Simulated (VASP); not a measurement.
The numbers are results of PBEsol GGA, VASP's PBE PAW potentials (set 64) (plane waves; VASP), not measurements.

The input files of a VASP run:

**INCAR**
```
SYSTEM = InP
PREC = Accurate
ENCUT = 400
EDIFF = 1E-6
NELM = 100
ALGO = Normal
LREAL = .FALSE.
LASPH = .TRUE.
ISMEAR = 0
SIGMA = 0.05
GGA = PS
LMAXMIX = 4
LWAVE = .FALSE.
LCHARG = .FALSE.
IBRION = 2
ISIF = 3
NSW = 60
EDIFFG = -0.01
```

KPOINTS:
```
Automatic mesh
0
Gamma
7 7 7
0 0 0
```

File POSCAR:
```
InP
1
    0.0000000000     2.9350000000     2.9350000000
    2.9350000000     0.0000000000     2.9350000000
    2.9350000000     2.9350000000     0.0000000000
In P
1 1
Direct
  0.0000000000   0.0000000000   0.0000000000
  0.2500000000   0.2500000000   0.2500000000
```

POTCAR, in this order: In_d P (PBE.64 set). Program: vasp_std.

The run wrote:

### OSZICAR
```
       N       E                     dE             d eps       ncg     rms          rms(c)
DAV:   1     0.102175578631E+03    0.10218E+03   -0.75462E+03   525   0.129E+03
DAV:   2    -0.238852764774E+01   -0.10456E+03   -0.10094E+03   560   0.302E+02
DAV:   3    -0.935531014893E+01   -0.69668E+01   -0.69245E+01   675   0.838E+01
DAV:   4    -0.954750980659E+01   -0.19220E+00   -0.19207E+00   638   0.151E+01
DAV:   5    -0.955639801269E+01   -0.88882E-02   -0.88879E-02   755   0.276E+00    0.544E+00
DAV:   6    -0.918729982372E+01    0.36910E+00   -0.69232E-01   763   0.164E+01    0.324E+00
DAV:   7    -0.915366614505E+01    0.33634E-01   -0.17406E-01   726   0.413E+00    0.111E+00
DAV:   8    -0.915087481905E+01    0.27913E-02   -0.15730E-02   686   0.181E+00    0.367E-01
DAV:   9    -0.915106316922E+01   -0.18835E-03   -0.18010E-03   676   0.666E-01    0.179E-01
DAV:  10    -0.915107669937E+01   -0.13530E-04   -0.16803E-04   640   0.109E-01    0.116E-01
DAV:  11    -0.915109926527E+01   -0.22566E-04   -0.37973E-05   611   0.613E-02    0.191E-02
DAV:  12    -0.915109920685E+01    0.58423E-07   -0.11391E-05   655   0.720E-02    0.167E-02
DAV:  13    -0.915109917797E+01    0.28878E-07   -0.71078E-07   325   0.881E-03
   1 F= -.91510992E+01 E0= -.91510992E+01  d E =-.915110E+01
       N       E                     dE             d eps       ncg     rms          rms(c)
DAV:   1    -0.915692152515E+01   -0.58223E-02   -0.14393E-01   650   0.852E+00    0.499E-01
DAV:   2    -0.915206863970E+01    0.48529E-02   -0.10192E-02   675   0.260E+00    0.175E-01
DAV:   3    -0.915124241782E+01    0.82622E-03   -0.25612E-03   675   0.119E+00    0.101E-01
DAV:   4    -0.915123695792E+01    0.54599E-05   -0.10835E-04   555   0.110E-01    0.752E-02
DAV:   5    -0.915121574460E+01    0.21213E-04   -0.13277E-05   688   0.385E-02    0.289E-02
DAV:   6    -0.915121164692E+01    0.40977E-05   -0.51476E-06   775   0.267E-02    0.611E-03
DAV:   7    -0.915121217428E+01   -0.52736E-06   -0.51603E-07   320   0.111E-02
   2 F= -.91512122E+01 E0= -.91512122E+01  d E =-.112996E-03
       N       E                     dE             d eps       ncg     rms          rms(c)
DAV:   1    -0.915196031626E+01   -0.74867E-03   -0.17609E-02   650   0.295E+00    0.177E-01
DAV:   2    -0.915135628172E+01    0.60403E-03   -0.12753E-03   670   0.932E-01    0.611E-02
DAV:   3    -0.915125747641E+01    0.98805E-04   -0.30792E-04   670   0.415E-01    0.356E-02
DAV:   4    -0.915125781005E+01   -0.33364E-06   -0.12995E-05   545   0.378E-02    0.262E-02
DAV:   5    -0.915125795499E+01   -0.14494E-06   -0.14989E-06   496   0.138E-02
   3 F= -.91512580E+01 E0= -.91512580E+01  d E =-.158777E-03
```

### OUTCAR
```
------------------------ aborting loop because EDIFF is reached ----------------------------------------
  FORCE on cell =-STRESS in cart. coord.  units (eV):
  Direction    XX          YY          ZZ          XY          YZ          ZX
  --------------------------------------------------------------------------------------
  Total        0.0009364      0.0009364      0.0009364      0.0000000      0.0000000     -0.0000000
  in kB        0.0295559      0.0295559      0.0295559      0.0000000      0.0000000     -0.0000000
  external PRESSURE =       0.0295559 kB  Pullay stress =       0.0000000 kB
  volume of cell :       50.76
      direct lattice vectors                 reciprocal lattice vectors
     0.000000000  2.938774688  2.938774688    -0.170138937  0.170138937  0.170138937
     2.938774688  0.000000000  2.938774688     0.170138937 -0.170138937  0.170138937
     2.938774688  2.938774688  0.000000000     0.170138937  0.170138937 -0.170138937
  FREE ENERGIE OF THE ION-ELECTRON SYSTEM (eV)
  ---------------------------------------------------
  free  energy   TOTEN  =        -9.1512579550 eV

  energy  without entropy=       -9.1512579550  energy(sigma->0) =       -9.15125795

 reached required accuracy - stopping structural energy minimisation
```
(Selected blocks of OUTCAR.)

File CONTCAR:
```
InP
   1.00000000000000
     0.0000000000000000    2.9387746877008034    2.9387746877008034
     2.9387746877008034    0.0000000000000000    2.9387746877008034
     2.9387746877008034    2.9387746877008034    0.0000000000000000
  In              P
     1     1
Direct
     0.0000000000000000    0.0000000000000000    0.0000000000000000
     0.2500000000000000    0.2500000000000000    0.2500000000000000
```

### OUTCAR
```
 val. band max:        5.0023455705   @ k =   0.0000   0.0000   0.0000

 cond. band min:       5.5707072520   @ k =   0.0000   0.0000   0.0000


 Fermi energy:         5.2696497847

 k-point     1 :       0.0000    0.0000    0.0000
  band No.  band energies     occupation
      1      -9.1316      2.00000
      2      -9.1316      2.00000
      3      -9.1316      2.00000
      4      -8.9813      2.00000
      5      -8.9813      2.00000
      6      -6.4881      2.00000
      7       5.0023      2.00000
      8       5.0023      2.00000
      9       5.0023      2.00000
     10       5.5707      0.00000
     11       9.0165      0.00000
     12       9.0165      0.00000
     13       9.0165      0.00000

 k-point     2 :       0.1429    0.0000    0.0000
  band No.  band energies     occupation
      1      -9.1555      2.00000
      2      -9.1222      2.00000
      3      -9.1222      2.00000
      4      -8.9811      2.00000
      5      -8.9811      2.00000
      6      -6.2570      2.00000
      7       3.1517      2.00000
      8       4.7659      2.00000
      9       4.7659      2.00000
     10       6.6266      0.00000
     11       9.2398      0.00000
     12       9.3638      0.00000
     13       9.3638      0.00000

 k-point     3 :       0.2857    0.0000    0.0000
  band No.  band energies     occupation
      1      -9.2060      2.00000
      2      -9.1043      2.00000
      3      -9.1043      2.00000
      4      -8.9771      2.00000
      5      -8.9771      2.00000
      6      -5.6285      2.00000
      7       1.0269      2.00000
      8       4.3418      2.00000
      9       4.3418      2.00000
     10       6.6227      0.00000
     11       9.7737      0.00000
     12       9.7737      0.00000
     13      10.6138      0.00000

 k-point     4 :       0.4286    0.0000    0.0000
  band No.  band energies     occupation
      1      -9.2440      2.00000
      2      -9.0943      2.00000
      3      -9.0943      2.00000
...
```

Unless said otherwise, spin-orbit coupling is left out, though it shifts the bands of the heavy elements here.

The compound is InP in the zinc blende structure. This run relaxes it. Symmetry was kept, so distortions that lower it aren't found.
